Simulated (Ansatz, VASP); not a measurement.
# PbO2 in two plane-wave programs

Aim: how closely do two programs agree when they are given the same cell, functional and k mesh? The cell is taken from a series of runs on this material, whose earlier steps may have relaxed, scaled, displaced or heated it; both programs get it as it stands.

Method: plane waves, with VASP 6.6.1 beside it; zone-centre phonons at PBEsol, in Ansatz 0.2.0.

## (1) The structure

Symmetry: P4_2/nmc, No. 137, tetragonal system. Conventional cell: a = 3.730 Å, b = 3.730 Å, c = 5.608 Å, α = 90.00°, β = 90.00°, γ = 90.00°. Pb has 8 O at 2.15 to 2.55 Å nearest. Nearest to O lie 4 Pb at 2.15 to 2.55 Å. Farther neighbours and most contacts between anions are not listed.

## (2) Ansatz: zone-centre phonons, PBEsol

Ansatz runs on its PAW soft_1 files.

Second derivatives magnify differences that forces hide, and they need a tight electronic threshold.

Input file input.yaml:

```yaml
crystal:
  lattice:
    - [3.7302613822, 0.0, 0.0]
    - [0.0, 3.7302613822, 0.0]
    - [0.0, 0.0, 5.6077187365]
  atoms:
    - { symbol: Pb, position: [0.5, 0.5, 0.5] }
    - { symbol: Pb, position: [0.0, 0.0, 0.0] }
    - { symbol: O, position: [0.0, 0.5, 0.8091112501] }
    - { symbol: O, position: [0.5, 0.0, 0.1908887499] }
    - { symbol: O, position: [0.0, 0.5, 0.3091112501] }
    - { symbol: O, position: [0.5, 0.0, 0.6908887499] }
kpoints:
  mp_grid: { grid: [10, 10, 6] }
hamiltonian:
  xc: pbesol
  pseudopotentials: { kind: paw, azcp: { folder: soft_1 }, xc_functional: pbe }
scf:
  occupations: { method: methfessel_paxton, width: 0.2 }
output:
  eigenvalues: true
phonons:
  method: dfpt
```

Command:

```bash
> ansatz run input.yaml --threads 4 --pin off --max-ram 10240MiB --backend cpu --events-out ev --progress --plain --runs-dir out
```

Numbers of over 12 decimals in the logs are rounded to 6 here.

The log of the run:

```text
zone centre: on kpoints.mp_grid the ground state, and the responses unless they are solved on pairs of k-points, stand on 144 of the mesh's 600 k-points, reduced under 4 symmetry operations, with k and −k counted as one. Each operation leaves every solved displacement unchanged or reverses it
Engine: ansatz 0.2.0, aarch64-unknown-linux-gnu
Pseudopotentials: kind: paw
Pseudopotential: Pb, paw, valence charge 14, recommended cutoff 420 eV (normal), soft_1/Pb.paw.azcp
Pseudopotential: O, paw, valence charge 6, recommended cutoff 420 eV (normal), soft_1/O.paw.azcp
Functional definition: PBEsol
  exchange = pbesol_x
  correlation = pbesol_c
Crystal: 6 atoms, lattice volume = 78.031 Å³
Basis set: ecut = 420 eV, 1539 PW (Γ), exchange–correlation on 60×60×80 points (8 copies of the dense FFT grid, shifted against one another)
Bands: 32, of which v1, the nominal top of the filled ones, is band 26 counted from 1 (25 counted from 0)
Symmetry: 16 space group operations
k-points: 144 of 600 (irreducible under 4 space group operations, time reversal used)
Non-local potential: Pb, projectors of the file, l = 0: 2, l = 1: 2, l = 2: 2, l = 3: 1
Non-local potential: O, projectors of the file, l = 0: 2, l = 1: 2, l = 2: 1
PAW form: soft (Blöchl's): semilocal exchange-correlation on the pseudo side does not see the compensation charge
PAW frozen core: Pb, regenerated for the run's functional, and the local potential with it (the file was generated under x = pbe(κ = 0.804, μ = 0.219515), c = pbe(β = 0.066725))
PAW frozen core: O, regenerated for the run's functional, and the local potential with it (the file was generated under x = pbe(κ = 0.804, μ = 0.219515), c = pbe(β = 0.066725))
PAW one-centre angular grid: Pb, 590 points (default); XC on 64 Gauss nodes
PAW one-centre angular grid: O, 110 points (default); XC on 64 Gauss nodes
Initial density: superposition of atomic densities (chi_scale 0.1, normalization cell, long waves kept (reshape's long-wave potential 0.00 eV rms))
Initial wavefunctions: pseudopotential atomic-orbital guess
Functional: x = pbesol(κ = 0.804, μ = 0.123457), c = pbesol(β = 0.046)
SCF iter   1: F=—  HF=-25753.187831 eV  |F-HF|=—  |Δ(HF+E_count)|=         —  Δρ=6.94e-2  dr2=2.94e0  ethr=3.10e-3  ⟨swp⟩=6.1  Hψ=19736  notcnv=0
preconditioner: auto → Kerker (q_TF=auto, 2.550 Å⁻¹)  [metal: Δε(μ)=0.015 eV  Ē_g=16.209 eV  σ=0.200 eV  W_gap=0.06  n_scr=20 (ndim 8)  ℏωp=30.3 eV  f_vac=0.001  D(μ)=0.56/eV (n_scr^D=2)]
SCF iter   2: F=—  HF=-25752.750117 eV  |F-HF|=—  |Δ(HF+E_count)|=   4.38e-1  S|Δr|=    0.00e0  Δρ=4.01e-2  dr2=1.01e0  ethr=3.10e-3  ⟨swp⟩=2.0  Hψ=6343  notcnv=0  defer=273
SCF iter   3: F=—  HF=-25752.486093 eV  |F-HF|=—  |Δ(HF+E_count)|=   2.64e-1  S|Δr|=    0.00e0  Δρ=5.64e-3  dr2=2.57e-2  ethr=1.93e-3  ⟨swp⟩=2.1  Hψ=6632  notcnv=0  defer=273
SCF iter   4: F=—  HF=-25752.495363 eV  |F-HF|=—  |Δ(HF+E_count)|=   9.27e-3  S|Δr|=    0.00e0  Δρ=1.98e-3  dr2=4.38e-3  ethr=4.93e-5  ⟨swp⟩=2.1  Hψ=7763  notcnv=0  defer=270
SCF iter   5: F=—  HF=-25752.498019 eV  |F-HF|=—  |Δ(HF+E_count)|=   2.66e-3  S|Δr|=    0.00e0  Δρ=7.09e-4  dr2=4.98e-4  ethr=8.41e-6  ⟨swp⟩=2.1  Hψ=6002  notcnv=0  defer=270
SCF iter   6: F=—  HF=-25752.498342 eV  |F-HF|=—  |Δ(HF+E_count)|=   3.23e-4  S|Δr|=    0.00e0  Δρ=2.98e-4  dr2=6.44e-5  ethr=9.57e-7  ⟨swp⟩=3.0  Hψ=8746  notcnv=0  defer=270
SCF iter   7: F=—  HF=-25752.498385 eV  |F-HF|=—  |Δ(HF+E_count)|=   4.35e-5  S|Δr|=    0.00e0  Δρ=5.80e-5  dr2=3.49e-6  ethr=1.24e-7  ⟨swp⟩=2.1  Hψ=6941  notcnv=0  defer=270
SCF iter   8: F=—  HF=-25752.498387 eV  |F-HF|=—  |Δ(HF+E_count)|=   1.48e-6  S|Δr|=    0.00e0  Δρ=1.24e-5  dr2=5.84e-8  ethr=6.70e-9  ⟨swp⟩=2.0  Hψ=7595  notcnv=0  defer=270
SCF iter   9: F=—  HF=-25752.498387 eV  |F-HF|=—  |Δ(HF+E_count)|=   4.55e-8  S|Δr|=    0.00e0  Δρ=2.97e-6  dr2=5.90e-9  ethr=1.12e-10  ⟨swp⟩=2.0  Hψ=8077  notcnv=0  defer=270
SCF iter  10: F=—  HF=-25752.498387 eV  |F-HF|=—  |Δ(HF+E_count)|=   1.83e-9  S|Δr|=    0.00e0  Δρ=6.44e-7  dr2=3.06e-10  ethr=1.14e-11  ⟨swp⟩=2.0  Hψ=7851  notcnv=0  defer=270
SCF iter  11: F=—  HF=-25752.498387 eV  |F-HF|=—  |Δ(HF+E_count)|=  2.36e-10  S|Δr|=    0.00e0  Δρ=1.79e-7  dr2=3.07e-11  ethr=1.00e-12  ⟨swp⟩=2.1  Hψ=6075  notcnv=0  defer=270
SCF iter  12: F=-25752.498387 eV  HF=-25752.498387 eV  |F-HF|=3.64e-12  |Δ(HF+E_count)|=  1.82e-11  S|Δr|=    0.00e0  Δρ=4.75e-8  dr2=1.67e-12  ethr=1.00e-12  ⟨swp⟩=14.1  Hψ=30417  notcnv=0
SCF 1 converged in 12 iterations: F = -25752.498387 eV  dr2 = 1.67e-12
  greatest PAW one-centre occupation: 0.986 electrons in one spin orbital (limit 2), on the Pb atom at site 1 (counted from 0), in its partial waves of l = 2
DFPT response loops at Γ: preconditioner auto → Kerker (q_TF=auto, 2.550 Å⁻¹) (partly filled bands, converged f_vac=0.042); β = 1.00, the filter's whole step (`scf.mixing.beta` (0.50) is not read by the response loops under this deck's `scf.mixing.preconditioner`; to damp them name `kerker` or `kerker_dos`, under which they read `scf.mixing.beta`, and type it under 1.00, their step now; both keys bind the ground state too); Broyden in place of MSR1
SCF converged after 12 iterations
Stability not checked: this state was not tested for a lower state beside it, because cold or Methfessel-Paxton smearing, or corrected tetrahedra, fill the levels in a way that the test cannot read (fill_not_monotonic; see scf.lower_state_search)
Free energy (F): -25752.498387 eV
Harris-Foulkes:  -25752.498387 eV  (|F-HF|=3.64e-12)
Internal energy: -25752.513034 eV  (E = F + TS)
E sigma→0 (E₀):  -25752.502049 eV
Entropy (-TS):   0.014647 eV (2.441 meV/atom)
Fermi energy:    9.372434 eV
--- Per-component energies (eV) ---
  E_band       = -10.035406
  E_kinetic    = 1259.190494
  E_local      = -2950.237828  (includes V_loc(G=0)·N_el)
  E_nonlocal   = 839.792013
  E_hartree    = 1108.693566
  E_xc         = -679.328899
  E_vxc        = -625.622026  (∫ρ·V_xc dr)
  E_paw        = -21137.305974  (= ΣΔE_a)
  E_vpaw       = -750.548186  (= ΣTr[D̂ρ^β])
  E_aug_tail   = 0.002944  (compensation charges beyond the density's cutoff)
  E_ewald      = -4193.584841
  E_core_change = 0.265492  (= ΣΔE_core)
  E_smearing   = 0.014647  (= −TS)
  E_closure    = -0.000000  (closes the sum)
  Σ components = -25752.498387   (vs F -25752.498387, Δ=0.00e0)
--- Band table (eV; the first three rows and the last of 144) ---
  k-point 0: bands = [... 22 lower, 8.0248, 8.6485, 9.1689, 9.2129, 9.2129, 11.7994, 16.2130, 16.6504, ... 2 higher]
  k-point 1: bands = [... 22 lower, 8.3249, 8.9362, 9.2187, 9.2187, 9.3876, 11.7435, 15.9283, 16.3471, ... 2 higher]
  k-point 2: bands = [... 22 lower, 8.5536, 8.6369, 9.2241, 9.2241, 10.2750, 11.5212, 15.5377, 15.8116, ... 2 higher]
  k-point 143: bands = [... 22 lower, 8.9308, 8.9308, 9.2839, 9.2839, 12.8655, 12.8655, 18.2610, 18.2610, ... 2 higher]
--- Phonons (Γ-DFPT): 5 representative perturbations + reference, on 144 of 600 k-points (Σ response iterations 18) ---
  k mesh reduced under 4 symmetry operations, with k and −k counted as one. Each operation leaves every solved displacement unchanged or reverses it
  ASR residual: 3.165e-5 → 0.000e0 eV/Å²; symmetrization residual: 7.436e-6 eV/Å²
  ASR residual per site (eV/Å²): 3.17e-5 3.17e-5 3.14e-5 3.14e-5 3.14e-5 3.14e-5
  Γ frequencies (cm⁻¹): 0.00 0.00 0.00 47.42 47.42 87.66 87.66 144.41 254.65 307.49 307.49 309.53 446.44 446.44 466.68 482.78 583.20 583.20
  non-analytic LO–TO correction: not included (Born effective charges unavailable; polar crystals: no LO–TO splitting at Γ)
```

## (3) VASP: zone-centre phonons, PBEsol

The same cell, functional, mesh and smearing now go to VASP, with its own data sets.

Lines of VASP's logs that name or quote its potential files are left out, and so is its time.

Input file INCAR:

```
SYSTEM = PbO2
PREC = Accurate
ENCUT = 600
EDIFF = 1E-08
NELM = 120
ISMEAR = 1
SIGMA = 0.2
LREAL = .FALSE.
ALGO = Normal
GGA = PS
NBANDS = 32
LORBIT = 11
LWAVE = .FALSE.
LCHARG = .FALSE.
ISIF = 2
IBRION = 8
LASPH = .TRUE.
GGA_COMPAT = .FALSE.
KPAR = 2
```

Input file POSCAR:

```
PbO2
1.0
    3.7302613822      0.0000000000      0.0000000000
    0.0000000000      3.7302613822      0.0000000000
    0.0000000000      0.0000000000      5.6077187365
Pb O
2 4
Direct
    0.5000000000      0.5000000000      0.5000000000
    0.0000000000      0.0000000000      0.0000000000
    0.0000000000      0.5000000000      0.8091112501
    0.5000000000      0.0000000000      0.1908887499
    0.0000000000      0.5000000000      0.3091112501
    0.5000000000      0.0000000000      0.6908887499
```

Input file KPOINTS:

```
Automatic mesh
0
Gamma
10 10 6
0 0 0
```

The projector-augmented-wave data sets are Pb_d and O (PBE family, release 64).

Command:

```bash
> mpirun -np 2 vasp_std
```

The log of the run:

```text
[banner, memory and clock lines left out]
running    2 mpi-ranks, on    1 nodes
 distrk:  each k-point on    1 cores,    2 groups
 distr:  one band on    1 cores,    1 groups

 POSCAR found type information on POSCAR PbO
 POSCAR found :  2 types and       6 ions
|                                                                             |
|               ----> ADVICE to this user running VASP <----                  |
|                                                                             |
|     You enforced a specific xc type in the INCAR file but a different       |
|     [... a line on the potential file left out ...]
|     I HOPE YOU KNOW WHAT YOU ARE DOING!                                     |
|                                                                             |

 LDA part: xc-table for (Slater+PW92), standard interpolation
 POSCAR, INCAR and KPOINTS ok, starting setup
 FFT: planning ... GRIDC
 FFT: planning ... GRID_SOFT
 FFT: planning ... GRID
 WAVECAR not read
 entering main loop
       N       E                     dE             d eps       ncg     rms          rms(c)
DAV:   1     0.716784251544E+03    0.71678E+03   -0.28624E+04  5376   0.224E+03
DAV:   2     0.589114487587E+02   -0.65787E+03   -0.63129E+03  5920   0.586E+02
DAV:   3    -0.344830283072E+02   -0.93394E+02   -0.90701E+02  6776   0.230E+02
DAV:   4    -0.385229278064E+02   -0.40399E+01   -0.40241E+01  6336   0.510E+01
DAV:   5    -0.386954958174E+02   -0.17257E+00   -0.17251E+00  7408   0.991E+00    0.126E+01
DAV:   6    -0.338826497540E+02    0.48128E+01   -0.19226E+01  8376   0.525E+01    0.416E+00
DAV:   7    -0.339039348082E+02   -0.21285E-01   -0.16763E+00  5968   0.976E+00    0.258E+00
DAV:   8    -0.338851616968E+02    0.18773E-01   -0.44111E-01  8488   0.672E+00    0.114E+00
DAV:   9    -0.338567823838E+02    0.28379E-01   -0.11353E-01  8400   0.444E+00    0.123E-01
DAV:  10    -0.338582399285E+02   -0.14575E-02   -0.10910E-02  6296   0.607E-01    0.117E-01
DAV:  11    -0.338581797594E+02    0.60169E-04   -0.44560E-04  8336   0.228E-01    0.385E-02
DAV:  12    -0.338581756759E+02    0.40835E-05   -0.52112E-05  6600   0.541E-02    0.137E-02
DAV:  13    -0.338581755004E+02    0.17548E-06   -0.87902E-06  7816   0.221E-02    0.243E-03
DAV:  14    -0.338581754635E+02    0.36910E-07   -0.11462E-06  8304   0.154E-02    0.184E-03
DAV:  15    -0.338581756550E+02   -0.19154E-06   -0.19013E-07  7976   0.409E-03    0.766E-04
DAV:  16    -0.338581757745E+02   -0.11947E-06   -0.11371E-08  4376   0.877E-04    0.317E-04
DAV:  17    -0.338581758248E+02   -0.50311E-07   -0.13287E-08  4784   0.110E-03    0.990E-05
DAV:  18    -0.338581758216E+02    0.32460E-08   -0.33007E-09  4104   0.584E-04
   1 F= -.33858176E+02 E0= -.33863050E+02  d E =0.146226E-01
 Linear response reoptimize wavefunctions to high precision
DAV:   1    -0.338581758193E+02    0.22428E-08   -0.81573E-10  4176   0.282E-04
DAV:   2    -0.338581758194E+02   -0.45475E-10   -0.29205E-10  3888   0.157E-04
 Linear response DOF=           5
 Linear response progress:
  Degree of freedom:   1/  5
       N       E                     dE             d eps       ncg     rms          rms(c)
RMM:   1    -0.325684967592E+00   -0.32568E+00    0.10379E-01 16751   0.578E+00
RMM:   2    -0.326684005998E+00   -0.99904E-03   -0.35758E-02 18484   0.147E+00    0.104E-01
RMM:   3    -0.326417178135E+00    0.26683E-03   -0.37782E-03 21432   0.432E-01    0.588E-02
RMM:   4    -0.325606930348E+00    0.81025E-03   -0.53778E-04 21814   0.162E-01    0.125E-02
RMM:   5    -0.325500370989E+00    0.10656E-03   -0.81514E-05 21667   0.589E-02    0.594E-03
RMM:   6    -0.325529920253E+00   -0.29549E-04   -0.21529E-05 21551   0.258E-02    0.165E-03
RMM:   7    -0.325543754937E+00   -0.13835E-04   -0.67202E-06 21770   0.117E-02    0.825E-04
RMM:   8    -0.325552400774E+00   -0.86458E-05   -0.37965E-06 21716   0.515E-03    0.385E-04
RMM:   9    -0.325558580029E+00   -0.61793E-05   -0.10299E-06 21673   0.229E-03    0.816E-05
RMM:  10    -0.325558969587E+00   -0.38956E-06   -0.40276E-07 22204   0.111E-03    0.516E-05
RMM:  11    -0.325559155468E+00   -0.18588E-06   -0.18005E-07 22352   0.597E-04    0.256E-05
RMM:  12    -0.325559450790E+00   -0.29532E-06   -0.13128E-07 22631   0.367E-04    0.669E-06
RMM:  13    -0.325559514047E+00   -0.63257E-07   -0.83732E-08 23129   0.251E-04    0.314E-06
RMM:  14    -0.325559566351E+00   -0.52305E-07   -0.37648E-08 23270   0.191E-04    0.136E-06
RMM:  15    -0.325559542692E+00    0.23660E-07   -0.32902E-08 22791   0.158E-04    0.103E-06
RMM:  16    -0.325559557198E+00   -0.14506E-07   -0.23015E-08 21277   0.141E-04    0.481E-07
RMM:  17    -0.325559567348E+00   -0.10150E-07   -0.34818E-08 21528   0.132E-04    0.167E-07
RMM:  18    -0.325559564799E+00    0.25485E-08   -0.22223E-08 19654   0.127E-04    0.191E-07
 first order change of Fermi-energy  -0.33744E-04
 force on displaced ion       1 direction 1 : -11.132   0.000   0.000
 Linear response progress:
  Degree of freedom:   2/  5
       N       E                     dE             d eps       ncg     rms          rms(c)
RMM:   1    -0.342923281737E+00   -0.34292E+00    0.11895E-01 12798   0.578E+00
RMM:   2    -0.342102137445E+00    0.82114E-03   -0.34269E-02 14042   0.141E+00    0.120E-01
RMM:   3    -0.341245259269E+00    0.85688E-03   -0.37807E-03 16134   0.448E-01    0.766E-02
RMM:   4    -0.340585366268E+00    0.65989E-03   -0.64269E-04 16411   0.178E-01    0.495E-02
RMM:   5    -0.339941425109E+00    0.64394E-03   -0.24121E-04 16640   0.105E-01    0.115E-02
RMM:   6    -0.339943301108E+00   -0.18760E-05   -0.39568E-05 16079   0.411E-02    0.542E-03
RMM:   7    -0.339950349681E+00   -0.70486E-05   -0.13717E-05 16572   0.178E-02    0.310E-03
RMM:   8    -0.339962683583E+00   -0.12334E-04   -0.31281E-06 16202   0.867E-03    0.951E-04
RMM:   9    -0.339969788399E+00   -0.71048E-05   -0.14195E-06 16595   0.388E-03    0.245E-04
RMM:  10    -0.339972942448E+00   -0.31540E-05   -0.71570E-07 16504   0.165E-03    0.109E-04
RMM:  11    -0.339973634135E+00   -0.69169E-06    0.13775E-07 16768   0.817E-04    0.675E-05
RMM:  12    -0.339974341576E+00   -0.70744E-06   -0.19952E-09 16257   0.495E-04    0.195E-05
RMM:  13    -0.339974188251E+00    0.15333E-06    0.62785E-08 16910   0.289E-04    0.876E-06
RMM:  14    -0.339974275647E+00   -0.87396E-07    0.19282E-07 17224   0.203E-04    0.497E-06
RMM:  15    -0.339974312134E+00   -0.36488E-07    0.25363E-08 17663   0.160E-04    0.225E-06
RMM:  16    -0.339974332611E+00   -0.20477E-07    0.69331E-08 17799   0.139E-04    0.118E-06
RMM:  17    -0.339974345557E+00   -0.12946E-07    0.82513E-08 16750   0.127E-04    0.409E-07
RMM:  18    -0.339974353542E+00   -0.79853E-08    0.51612E-08 15863   0.121E-04    0.207E-07
 first order change of Fermi-energy  -0.24055E-03
 force on displaced ion       1 direction 3 :   0.000   0.000 -14.721
 Linear response progress:
  Degree of freedom:   3/  5
       N       E                     dE             d eps       ncg     rms          rms(c)
RMM:   1    -0.373773113144E+00   -0.37377E+00    0.20988E-01 25920   0.295E+00
RMM:   2    -0.365990023553E+00    0.77831E-02   -0.15614E-02 18320   0.869E-01    0.120E-01
RMM:   3    -0.367140206887E+00   -0.11502E-02   -0.25512E-03 21054   0.313E-01    0.712E-02
RMM:   4    -0.368710483817E+00   -0.15703E-02   -0.55834E-04 19312   0.142E-01    0.104E-02
RMM:   5    -0.368499345996E+00    0.21114E-03   -0.76583E-05 21200   0.576E-02    0.522E-03
RMM:   6    -0.368493143516E+00    0.62025E-05   -0.15807E-05 21653   0.225E-02    0.141E-03
RMM:   7    -0.368501072306E+00   -0.79288E-05   -0.38655E-06 22929   0.968E-03    0.809E-04
RMM:   8    -0.368510687712E+00   -0.96154E-05   -0.57005E-07 22003   0.397E-03    0.311E-04
RMM:   9    -0.368509826469E+00    0.86124E-06   -0.16767E-07 23008   0.156E-03    0.962E-05
RMM:  10    -0.368510010863E+00   -0.18439E-06   -0.46046E-08 22939   0.591E-04    0.452E-05
RMM:  11    -0.368510853000E+00   -0.84214E-06   -0.38705E-08 21977   0.301E-04    0.182E-05
RMM:  12    -0.368510757933E+00    0.95066E-07   -0.25185E-08 23280   0.185E-04    0.729E-06
RMM:  13    -0.368510683301E+00    0.74633E-07   -0.22594E-08 23718   0.126E-04    0.397E-06
RMM:  14    -0.368510707117E+00   -0.23816E-07   -0.37772E-08 23821   0.103E-04    0.103E-06
RMM:  15    -0.368510698978E+00    0.81392E-08   -0.32227E-08 22205   0.928E-05    0.244E-07
 first order change of Fermi-energy   0.10233E-03
 force on displaced ion       3 direction 1 :  -2.863   0.000  -0.001
 Linear response progress:
  Degree of freedom:   4/  5
       N       E                     dE             d eps       ncg     rms          rms(c)
RMM:   1    -0.372251477727E+00   -0.37225E+00    0.28153E-01 27297   0.351E+00
RMM:   2    -0.360274479238E+00    0.11977E-01   -0.11849E-02 18415   0.945E-01    0.157E-01
RMM:   3    -0.361603135873E+00   -0.13287E-02   -0.26987E-03 20813   0.367E-01    0.863E-02
RMM:   4    -0.363060172701E+00   -0.14570E-02   -0.81315E-04 19352   0.175E-01    0.160E-02
RMM:   5    -0.362835838766E+00    0.22433E-03   -0.10627E-04 21153   0.732E-02    0.919E-03
RMM:   6    -0.362794053313E+00    0.41785E-04   -0.23859E-05 21624   0.298E-02    0.186E-03
RMM:   7    -0.362813790341E+00   -0.19737E-04   -0.63232E-06 22790   0.132E-02    0.898E-04
RMM:   8    -0.362822979873E+00   -0.91895E-05   -0.99419E-07 22705   0.553E-03    0.568E-04
RMM:   9    -0.362817991108E+00    0.49888E-05   -0.24413E-07 22070   0.234E-03    0.128E-04
RMM:  10    -0.362820079823E+00   -0.20887E-05   -0.52329E-09 22632   0.941E-04    0.741E-05
RMM:  11    -0.362820734817E+00   -0.65499E-06   -0.41314E-08 22788   0.407E-04    0.443E-05
RMM:  12    -0.362820750604E+00   -0.15787E-07   -0.29857E-08 22843   0.235E-04    0.958E-06
RMM:  13    -0.362820726988E+00    0.23616E-07   -0.19920E-08 23571   0.152E-04    0.434E-06
RMM:  14    -0.362820722335E+00    0.46526E-08   -0.14150E-08 24130   0.116E-04    0.263E-06
 first order change of Fermi-energy  -0.94419E-05
 force on displaced ion       3 direction 2 :   0.000 -15.413  -0.003
 Linear response progress:
  Degree of freedom:   5/  5
       N       E                     dE             d eps       ncg     rms          rms(c)
RMM:   1    -0.377307210707E+00   -0.37731E+00    0.27438E-01 19781   0.330E+00
RMM:   2    -0.371480679895E+00    0.58265E-02   -0.10837E-02 13972   0.771E-01    0.147E-01
RMM:   3    -0.372481126000E+00   -0.10004E-02   -0.29879E-03 16579   0.364E-01    0.904E-02
RMM:   4    -0.372790792304E+00   -0.30967E-03   -0.49396E-04 15620   0.154E-01    0.492E-02
RMM:   5    -0.373515547609E+00   -0.72476E-03   -0.21852E-04 15002   0.886E-02    0.168E-02
RMM:   6    -0.373567836140E+00   -0.52289E-04   -0.33874E-05 16348   0.415E-02    0.794E-03
RMM:   7    -0.373526205244E+00    0.41631E-04   -0.78396E-06 15080   0.182E-02    0.362E-03
RMM:   8    -0.373513817442E+00    0.12388E-04   -0.29515E-06 16574   0.960E-03    0.887E-04
RMM:   9    -0.373520478186E+00   -0.66607E-05   -0.23226E-07 16113   0.404E-03    0.505E-04
RMM:  10    -0.373523492060E+00   -0.30139E-05   -0.12052E-07 15676   0.201E-03    0.261E-04
RMM:  11    -0.373519379262E+00    0.41128E-05   -0.89917E-08 16320   0.885E-04    0.751E-05
RMM:  12    -0.373520806082E+00   -0.14268E-05   -0.54129E-08 15986   0.425E-04    0.256E-05
RMM:  13    -0.373520685941E+00    0.12014E-06   -0.27123E-08 17088   0.228E-04    0.885E-06
RMM:  14    -0.373520746027E+00   -0.60086E-07   -0.18906E-09 17616   0.151E-04    0.418E-06
RMM:  15    -0.373520757523E+00   -0.11496E-07   -0.32117E-08 17912   0.116E-04    0.131E-06
RMM:  16    -0.373520756514E+00    0.10093E-08   -0.23766E-08 18623   0.987E-05    0.850E-07
 first order change of Fermi-energy  -0.56687E+00
 force on displaced ion       3 direction 3 :   0.000   0.000  -8.757
 Linear response finished
```

(Continued in part 2 of 2.)

[Lines on the potential files, build, host, timing and source positions are cut from VASP's logs without a mark.]

[Logs are printed without paths, hosts, clocks, repeated set-up lines and the standing remarks that a program may print on its own settings, such as how far it seeks lower states.]

[Hosts, paths, dates, database ids (printed as entryN), source tags and the programs' standing remarks are cut or masked in the printed files.]
